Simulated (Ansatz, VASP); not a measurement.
# NaB3 in two plane-wave programs, part 2 of 2

Aim: how closely do two programs agree when they are given the same cell, functional and k mesh? The cell is generated by rule, not measured, and may not be a known phase.

VASP 6.6.1 and Ansatz 0.2.0.

So far: Set-up; VASP: band structure, r2SCAN0.

In doubt: the hybrid run may have settled on a false gap or state, so the values of those runs are not to be relied on.

### Step 3. Ansatz: band structure, r2SCAN0

Level of this step: Ansatz beside VASP: Kohn-Sham DFT, plane waves, r2SCAN0 (Ansatz).

Ansatz runs on its default PAW (the set named soft_2) files.

The same cell, functional, mesh and smearing now go to Ansatz, which takes its cutoff from its data sets.

Input file input.yaml:

```yaml
crystal:
  lattice:
    - [3.4270343935, 0.0, 0.0]
    - [-1.7135171967, 2.96789885, 0.0]
    - [0.0, 0.0, 4.9614819805]
  atoms:
    - { symbol: Na, position: [0.0, 0.0, 0.5], spin: 0.5 }
    - { symbol: B, position: [0.8330165201, 0.1669834799, 0.0] }
    - { symbol: B, position: [0.8330165201, 0.6660330403, 0.0] }
    - { symbol: B, position: [0.3339669597, 0.1669834799, 0.0] }
hamiltonian:
  xc: r2scan0
  pseudopotentials: { kind: paw }
magnetization:
  spin_polarized: true
kpoints:
  mp_grid: { grid: [5, 5, 3] }
  band_path:
    path:
      - [0.0, 0.0, 0.0]
      - [0.4, 0.0, 0.0]
      - [0.4, 0.2, 0.0]
      - [0.2, 0.2, 0.0]
      - [0.0, 0.0, 0.1]
      - [0.0, 0.0, 0.5]
      - [0.4, 0.0, 0.5]
      - [0.4, 0.2, 0.5]
      - [0.2, 0.2, 0.5]
      - [0.5, 0.0, 0.4]
      - [0.33333, 0.33333, 0.0]
      - [0.33333, 0.33333, 0.5]
    npoints: 1
scf:
  occupations: { method: gaussian, width: 0.05 }
  n_extra_bands: 10
output:
  forces: true
  stress: true
  eigenvalues: true
  write_density: true
  write_potential: true
  elf: true
  volumetric_format: npy
```

On the command line:

```
ansatz run input.yaml --threads 4 --pin off --max-ram 9216MiB --backend cpu --events-out ev --progress --plain --runs-dir out
```

Numbers of over 12 decimals in the logs are rounded to 6 here.

The program printed:

```text
Warning: output.stress: scf.convergence.dr2_threshold = 1e-7 eV (the SCF's general default) is looser than the 4e-10 eV advised for a printed stress (1e-10 eV for each atom of the cell: 4). What an SCF threshold leaves in a stress goes as its square root, and in the free energy as the threshold itself, and one threshold admits the most on a small cell: [figures from the program's tests cut] Set scf.convergence.dr2_threshold to 4e-10 eV or tighter. The threshold is an SCF's pass mark: one that does not reach it within its budget of iterations ends unconverged, or closes short of it on a stop that the run arms, and scf.convergence.dr2_threshold's page says what that costs each kind of run
Warning: output.stress: scf.exx.energy_threshold = 1e-6 eV is looser than the 4e-8 eV advised for a stress under a hybrid functional (1e-8 eV for each atom of the cell: 4). Every SCF of the exchange loop can meet its threshold on dr2 while the loop round them stops early: no threshold on dr2 bounds what that leaves in the stress. Set scf.exx.energy_threshold to 4e-8 eV or tighter. The threshold is the loop's pass mark: a loop that does not reach it within its budget of cycles ends unconverged, and scf.exx.energy_threshold's page has the law
scf.n_extra_bands = 10 over 9 filled bands (N_el = 18.0): the run solves 19 bands
Engine: ansatz 0.2.0, aarch64-unknown-linux-gnu
Pseudopotentials: kind: paw
Pseudopotential: Na, paw, valence charge 9, recommended cutoff 500 eV (meta_gga), Na.paw.azcp
Pseudopotential: B, paw, valence charge 3, recommended cutoff 500 eV (meta_gga), B.paw.azcp
Functional definition: r2SCAN0
  parameter a = 0.25
  parameter k0 = 0.174
  parameter k1 = 0.065
  parameter a1 = 4.9479
  exchange = (1 - a)*r2scan_x(k0 = k0, k1 = k1, a1 = a1) + a*exact_x
  correlation = r2scan_c
Crystal: 4 atoms, lattice volume = 50.464 Å³
Basis set: ecut = 500 eV, 1255 PW (Γ), exchange–correlation on 100×100×160 points (64 copies of the dense FFT grid, shifted against one another)
Bands: 19, of which v1, the nominal top of the filled ones, is band 9 counted from 1 (8 counted from 0)
Symmetry: 12 space group operations
Space group: P-6m2 (ITA 187), of the structure as read, at distance tolerance 3.7e-5 Å
Magnetic group: BNS 187.209 (UNI 1439), of the structure as read, at distance tolerance 3.7e-5 Å
k-points: 10 of 75 (time reversal used)
Non-local potential: Na, projectors of the file, l = 0: 3, l = 1: 2, l = 2: 1
Non-local potential: B, projectors of the file, l = 0: 2, l = 1: 2, l = 2: 1
PAW form: soft (Blöchl's): semilocal exchange-correlation on the pseudo side does not see the compensation charge
PAW frozen core: Na, regenerated for the run's functional, and the local potential with it (the file was generated under x = pbe(κ = 0.804, μ = 0.219515), c = pbe(β = 0.066725))
PAW frozen core: B, regenerated for the run's functional, and the local potential with it (the file was generated under x = pbe(κ = 0.804, μ = 0.219515), c = pbe(β = 0.066725))
PAW one-centre angular grid: Na, 302 points (default); XC on 339 of its mesh's 2595 points in the sphere
PAW one-centre angular grid: B, 302 points (default); XC on 160 Gauss nodes
Initial density: superposition of atomic densities (chi_scale 0.1, normalization cell, long waves kept (reshape's long-wave potential 0.02 eV rms))
Starting moments: Σ|m| = 0.5 μB on 1 of 4 sites
Initial wavefunctions: pseudopotential atomic-orbital guess
Functional: x = r2scan, c = r2scan; τ floored in thin density (d = 2e-4 eV/Å³), warm-up for x = 0.75 r2scan + 0.25 exact, c = r2scan; τ floored in thin density (d = 2e-4 eV/Å³)
iter 1 solved again at ethr=2.48e-2 eV; its pass at ethr=1.00e-1 eV (dr2=4.47e0 eV) is discarded
SCF iter   1: F=—  HF=-1957.818775 eV  |F-HF|=—  |Δ(HF+E_count)|=         —  Δρ=4.46e-2 (↑4.21e-2 ↓4.46e-2)  dr2=4.46e0  dr2_τ=1.28e-1  dr2_m=4.30e-1  M=0.052 μB ∫|m|=0.072 μB  β_m=0.30  ethr=2.48e-2  ⟨swp⟩=2.2  Hψ=2109  notcnv=0
preconditioner: auto → none  [metal: Δε(μ)=0.015 eV  Ē_g=15.611 eV  σ=0.050 eV  W_gap=0.16  n_scr=8 (ndim 8)  ℏωp=16.5 eV  f_vac=0.000  D(μ)=6.43/eV (n_scr^D=96)  sad-step TF]
SCF iter   2: F=—  HF=-1957.359112 eV  |F-HF|=—  |Δ(HF+E_count)|=   4.60e-1  Δρ=3.22e-2 (↑3.18e-2 ↓3.22e-2)  dr2=3.00e0  dr2_τ=6.27e-3  dr2_m=2.16e-1  M=0.032 μB ∫|m|=0.050 μB  β_m=0.30  ethr=2.48e-2  ⟨swp⟩=2.0  Hψ=760  notcnv=0
iter 3 solved again at ethr=6.78e-4 eV; its pass at ethr=1.67e-2 eV (dr2=1.22e-1 eV) is discarded
SCF iter   3: F=—  HF=-1956.328204 eV  |F-HF|=—  |Δ(HF+E_count)|=    1.03e0  Δρ=1.74e-2 (↑1.74e-2 ↓1.58e-2)  dr2=1.23e-1  dr2_τ=8.31e-3  dr2_m=1.09e-1  M=0.019 μB ∫|m|=0.030 μB  β_m=0.30  ethr=6.78e-4  ⟨swp⟩=3.0  Hψ=1786  notcnv=0  defer=8
SCF iter   4: F=—  HF=-1956.392192 eV  |F-HF|=—  |Δ(HF+E_count)|=   6.40e-2  Δρ=1.17e-2 (↑1.09e-2 ↓1.17e-2)  dr2=1.47e-2  dr2_τ=1.22e-3  dr2_m=5.59e-2  M=0.015 μB ∫|m|=0.024 μB  β_m=0.30  ethr=6.78e-4  ⟨swp⟩=5.0  Hψ=1048  notcnv=0  defer=10
SCF iter   5: F=—  HF=-1956.400248 eV  |F-HF|=—  |Δ(HF+E_count)|=   8.06e-3  Δρ=8.46e-3 (↑7.36e-3 ↓8.46e-3)  dr2=8.67e-4  dr2_τ=4.85e-4  dr2_m=2.88e-2  M=0.013 μB ∫|m|=0.020 μB  β_m=0.30  ethr=8.18e-5  ⟨swp⟩=3.7  Hψ=813  notcnv=0  defer=6
[...]
Frozen-core exchange: fock
[...]
preconditioner: auto → none  [insulator: Δε(μ)=0.680 eV  Ē_g=16.266 eV  σ=0.050 eV  W_gap=1.00  n_scr=8 (ndim 8)  ℏωp=16.5 eV  f_vac=0.053  D(μ)=0.00/eV (n_scr^D=0)]
SCF iter   2: F=—  HF=-1955.693179 eV  |F-HF|=—  |Δ(HF+E_count)|=   8.41e-6  Δρ=3.07e-5 (↑3.07e-5 ↓2.32e-5)  dr2=1.31e-5  dr2_τ=8.84e-9  dr2_m=2.36e-7  M=0.000 μB ∫|m|=0.002 μB  β_m=0.65  ethr=1.39e-7  ⟨swp⟩=2.3  Hψ=567  notcnv=0
SCF iter   3: F=—  HF=-1955.693427 eV  |F-HF|=—  |Δ(HF+E_count)|=   2.48e-4  Δρ=2.98e-5 (↑1.41e-5 ↓2.98e-5)  dr2=6.49e-7  dr2_τ=4.77e-9  dr2_m=1.81e-7  M=0.000 μB ∫|m|=0.001 μB  β_m=0.65  ethr=2.13e-9  ⟨swp⟩=4.0  Hψ=942  notcnv=0  defer=2
SCF iter   4: F=—  HF=-1955.693427 eV  |F-HF|=—  |Δ(HF+E_count)|=   1.12e-7  Δρ=9.15e-6 (↑9.15e-6 ↓7.81e-6)  dr2=1.83e-7  dr2_τ=6.69e-10  dr2_m=3.10e-8  M=0.000 μB ∫|m|=0.001 μB  β_m=0.74  ethr=2.13e-9  ⟨swp⟩=3.0  Hψ=653  notcnv=0
SCF iter   5: F=—  HF=-1955.693427 eV  |F-HF|=—  |Δ(HF+E_count)|=   5.86e-8  Δρ=2.76e-6 (↑2.45e-6 ↓2.76e-6)  dr2=1.85e-7  dr2_τ=6.31e-11  dr2_m=2.54e-9  M=0.000 μB ∫|m|=0.000 μB  β_m=0.78  ethr=8.22e-11  ⟨swp⟩=3.5  Hψ=941  notcnv=0  defer=1
SCF iter   6: F=—  HF=-1955.693428 eV  |F-HF|=—  |Δ(HF+E_count)|=   1.12e-6  Δρ=6.64e-6 (↑4.62e-6 ↓6.64e-6)  dr2=1.26e-8  dr2_τ=2.49e-10  dr2_m=1.33e-8  M=0.000 μB ∫|m|=0.000 μB  β_m=0.78  ethr=3.59e-11  ⟨swp⟩=4.3  Hψ=970  notcnv=0  defer=4
SCF iter   7: F=—  HF=-1955.693428 eV  |F-HF|=—  |Δ(HF+E_count)|=   2.12e-8  Δρ=8.85e-7 (↑8.85e-7 ↓7.93e-7)  dr2=3.08e-9  dr2_τ=9.48e-12  dr2_m=2.49e-10  M=0.000 μB ∫|m|=0.000 μB  β_m=0.89  ethr=3.59e-11  ⟨swp⟩=3.1  Hψ=701  notcnv=0  defer=2
SCF iter   8: F=—  HF=-1955.693428 eV  |F-HF|=—  |Δ(HF+E_count)|=  7.25e-10  Δρ=3.46e-7 (↑1.99e-7 ↓3.46e-7)  dr2=3.25e-9  dr2_τ=1.18e-12  dr2_m=9.37e-12  M=0.000 μB ∫|m|=0.000 μB  β_m=0.79  ethr=2.06e-12  ⟨swp⟩=3.0  Hψ=764  notcnv=0  defer=1
Mixer restart at iter 8: flushing history
SCF iter   9: F=—  HF=-1955.693428 eV  |F-HF|=—  |Δ(HF+E_count)|=   9.63e-9  Δρ=8.97e-7 (↑8.97e-7 ↓8.92e-7)  dr2=2.37e-10  dr2_τ=7.30e-12  dr2_m=3.51e-10  M=0.000 μB ∫|m|=0.000 μB  β_m=0.79  ethr=1.59e-12  ⟨swp⟩=4.3  Hψ=807  notcnv=0  defer=4
SCF iter  10: F=-1955.693428 eV  HF=-1955.693428 eV  |F-HF|=9.39e-11  |Δ(HF+E_count)|=  7.58e-10  Δρ=3.95e-7 (↑3.95e-7 ↓3.46e-7)  dr2=3.95e-11  dr2_τ=7.40e-13  dr2_m=6.15e-11  M=0.000 μB ∫|m|=0.000 μB  ethr=1.04e-12  ⟨swp⟩=3.5  Hψ=694  notcnv=0  defer=5
SCF 4 converged in 10 iterations: F = -1955.693428 eV  dr2 = 3.95e-11
  Residual-converged pass: ⟨swp⟩=2.0  Hψ=557  notcnv=0  max |occ|·‖R‖ = 2.7e-7 eV (tolerance 2.7e-7 eV)  dr2=3.96e-11  dr2_τ=7.41e-13  dr2_m=6.15e-11  dr2_onsite=1.90e-12  max |Δocc| = 1.5e-30
hybrid outer 3: dexx = +4.877e-6 eV, tail = 1.45e-9 eV, Δε = 1.04e-1 eV (about 9.03e-4 eV left of the loop's levels), ΔF = 1.38e-4 eV/Å (tail 4.66e-5)
WARN: the starting moments were not kept: the SCF closed with an absolute magnetisation of 1.4e-5 μB, where they sum to 0.5 μB in size (1 site). That is at most 0.1 of that sum. Measured as dr2_m measures the in/out step, that magnetisation stands 3.3e-11 eV from none, at or under the dr2_threshold of 1.0e-7 eV: it is no larger than a step whose dr2_m would equal this threshold. The system may hold no moment; this SC [...]
NSCF: frozen V_eff on 12 k-points
this state was not tested for a lower state beside it, because the functional holds exact exchange (a hybrid, or Hartree-Fock), whose exchange loop this test does not read (fock_operator); the stability check (scf.self_checks: high) cannot read this state: a pseudopotential is PAW: the check reads norm-conserving sets alone
hybrid SCF converged: 3 outer / 17 inner (+11 warm-up), last move |dexx| = 4.88e-6 eV, tail = 1.45e-9 eV
Magnetization: 0.0000 μB (9.0000 up, 9.0000 down)
Absolute magnetization: 0.0000 μB (∫|ρ↑−ρ↓|, with the PAW one-centre terms)
Spin contamination: 0.0000 ħ² per cell (⟨S²⟩ above its minimum at these occupations)
Per-site moments (μB) at R_I (Å): [(1.6034878613164914e-7, 1.101963), (2.5292505793803604e-7, 0.705482), (2.5292505801894616e-7, 0.705482), (2.5292505796545905e-7, 0.705482)]
Free energy (F): -1955.693428 eV
Frozen-core exchange: fock
Harris-Foulkes:  -1955.693428 eV  (|F-HF|=9.39e-11)
Internal energy: -1955.693428 eV  (E = F + TS)
E sigma→0 (E₀):  -1955.693428 eV
Fermi energy:    5.599840 eV
--- Per-component energies (eV) ---
  E_band       = -264.432870
  E_kinetic    = 263.760851
  E_local      = -1426.702461  (includes V_loc(G=0)·N_el)
  E_nonlocal   = 149.728693
  E_hartree    = 507.453728
  E_xc         = -100.362274
  E_vxc        = -134.255573  (∫ρ·V_xc dr)
  E_exx        = -65.442614  (= α·E_x^exact, valence–valence)
  E_paw        = -470.025292  (= ΣΔE_a)
  E_vpaw       = -7.759940  (= ΣTr[D̂ρ^β])
  E_aug_tail   = -0.000005  (compensation charges beyond the density's cutoff)
  E_vtau       = 6.773275  (kinetic-family band-sum trace: ∫τ·v_τ [+ j·A + Jᵃ·Aᵃ] dr)
  E_ewald      = -813.973580
  E_core_change = -0.130474  (= ΣΔE_core)
  E_smearing   = -0.000000  (= −TS)
  E_closure    = 0.000000  (closes the sum)
  Σ components = -1955.693428   (vs F -1955.693428, Δ=0.00e0)
--- Forces (eV/Å), atoms counted from 1 ---
  atom   1  Na     0.00000000    -0.00000000    -0.00000000
  atom   2  B      0.03739574    -0.02159044    -0.00000000
  atom   3  B      0.00000000     0.04318088     0.00000000
  atom   4  B     -0.03739574    -0.02159044     0.00000000
  max |Σ_I F_I| component: 1.73e-17 eV/Å
--- Stress (GPa, compression-positive) ---
       -3.307699       0.000000      -0.000000
        0.000000      -3.307699       0.000000
       -0.000000       0.000000      -0.953225
  P = ⅓ Tr σ = -2.5229 GPa (-25.229 kbar)
--- Band table (eV; the first three rows and the last of 20) ---
  k-point 0 ↑: bands = [... 5 lower, -2.3680, -0.7181, 3.7634, 3.7634, 5.9414, 10.8856, 10.8856, 14.5338, ... 6 higher]
  k-point 1 ↑: bands = [... 5 lower, -2.3533, -1.5207, 3.7750, 3.7750, 8.0635, 10.9198, 10.9198, 14.0523, ... 6 higher]
  k-point 2 ↑: bands = [... 5 lower, -3.1119, -0.0148, 1.9847, 3.4446, 6.6558, 11.3505, 11.9703, 12.5596, ... 6 higher]
  k-point 9 ↓: bands = [... 5 lower, -5.8062, -1.6528, 2.7954, 4.6010, 6.5147, 9.1230, 11.1785, 12.5464, ... 6 higher]
```

It took 56 s on 4 threads of Arm Neoverse V1, shared host; peak memory 0.87 GiB.

### Step 4. Comparison

Known differences besides the potentials themselves: exact exchange at q = 0 is treated differently, which shows on coarse meshes; VASP keeps PBE cores, Ansatz makes them for the functional; the data sets hold 18 valence electrons in Ansatz (default PAW (the set named soft_2) files) and 16 in VASP; the cutoff is 500 eV in Ansatz and 420 eV in VASP; VASP takes a coarser grid for exact exchange (PRECFOCK = Fast). Total energies have different zeros and are not compared.

Forces (eV/Å; atoms numbered as in POSCAR):

```tsv
atom	Ansatz x, y, z	VASP x, y, z
Na1	0.000, 0.000, 0.000	0.000, 0.000, 0.000
B2	0.037, -0.022, 0.000	0.037, -0.021, 0.000
B3	0.000, 0.043, 0.000	0.000, 0.042, 0.000
B4	-0.037, -0.022, 0.000	-0.037, -0.021, 0.000
```

The forces differ by 0.5 meV/Å r.m.s., which is 2.4 % of the r.m.s. force of 0.02 eV/Å (both taken over all components).

### Step 5. Summary of results

| Item | Value |
| --- | --- |
| r.m.s. force difference (band structure, r2SCAN0) | 0.5 meV/Å |

The r.m.s. force difference is 0.5 meV/Å (band structure, r2SCAN0), within the 12 meV/Å picked in this series as the mark of a large difference. How closely two codes agree says nothing of how well the functional describes the real material.

[Lines on the potential files, build, host, timing and source positions are cut from VASP's logs without a mark.]

[Logs are printed without paths, hosts, clocks, repeated set-up lines and the standing remarks that a program may print on its own settings, such as how far it seeks lower states.]

[Hosts, paths, dates, database ids (printed as entryN), source tags and the programs' standing remarks are cut or masked in the printed files.]
